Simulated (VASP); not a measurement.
A convergence study with VASP on NiSi$_{2}$ (fluorite): one setting is varied, all else stays as given below, so the limit is that of these other settings.

```
CELL_PARAMETERS angstrom
      0.00000     2.70500     2.70500
      2.70500     0.00000     2.70500
      2.70500     2.70500     0.00000
ATOMIC_POSITIONS crystal
  Si 0.25000 0.25000 0.25000
  Si 0.75000 0.75000 0.75000
  Ni 0.00000 0.00000 0.00000
```

Computed with PBEsol GGA, VASP's PBE PAW potentials (set 64) (plane waves; VASP 6.6.1). The tightest run used: 550 eV cut-off, 19×19×19 Γ-centred mesh, tetrahedra with Blöchl corrections, potentials Si Ni.

Problem. The settings run are 3×3×3 mesh; 4×4×4 mesh; 5×5×5 mesh; 6×6×6 mesh; 7×7×7 mesh; 8×8×8 mesh; 9×9×9 mesh; 10×10×10 mesh; 11×11×11 mesh; 12×12×12 mesh; 13×13×13 mesh; 14×14×14 mesh; 15×15×15 mesh; 16×16×16 mesh; 17×17×17 mesh; 18×18×18 mesh; 19×19×19 mesh. From which on does the energy per atom stay within 0.01 eV/atom of the tightest run?

Solution. From 6×6×6 mesh on: it is off by 0.0051 there and by no more than 0.01 in any finer run, while 5×5×5 mesh is off by 0.0131.
| setting | E (eV/atom) | pressure (GPa) | irreducible k-points | difference judged (eV/atom) |
|---|---|---|---|---|
| 3×3×3 mesh | -6.2303 | -2.55 | 4 | 0.0961 |
| 4×4×4 mesh | -6.3040 | -3.58 | 8 | 0.0224 |
| 5×5×5 mesh | -6.3133 | -3.32 | 10 | 0.0131 |
| 6×6×6 mesh | -6.3214 | -2.46 | 16 | 0.0051 |
| 7×7×7 mesh | -6.3264 | -1.94 | 20 | 0.0001 |
| 8×8×8 mesh | -6.3286 | -1.76 | 29 | 0.0022 |
| 9×9×9 mesh | -6.3269 | -2.07 | 35 | 0.0005 |
| 10×10×10 mesh | -6.3262 | -2.00 | 47 | 0.0002 |
| 11×11×11 mesh | -6.3265 | -1.89 | 56 | 0.0001 |
| 12×12×12 mesh | -6.3262 | -1.86 | 72 | 0.0002 |
| 13×13×13 mesh | -6.3260 | -1.82 | 84 | 0.0004 |
| 14×14×14 mesh | -6.3264 | -1.81 | 104 | 0.0000 |
| 15×15×15 mesh | -6.3266 | -1.78 | 120 | 0.0002 |
| 16×16×16 mesh | -6.3266 | -1.76 | 145 | 0.0002 |
| 17×17×17 mesh | -6.3263 | -1.76 | 165 | 0.0001 |
| 18×18×18 mesh | -6.3264 | -1.71 | 195 | 0.0000 |
| 19×19×19 mesh | -6.3264 | -1.70 | 220 | 0.0000 |

Left out are rungs that failed or repeat a setting and relaxations that didn't move; long series are thinned to 24 rows.

The compound is NiSi2 in the fluorite structure. The cell was not relaxed at this level. The run is not spin-polarised, so no magnetic state was tried.
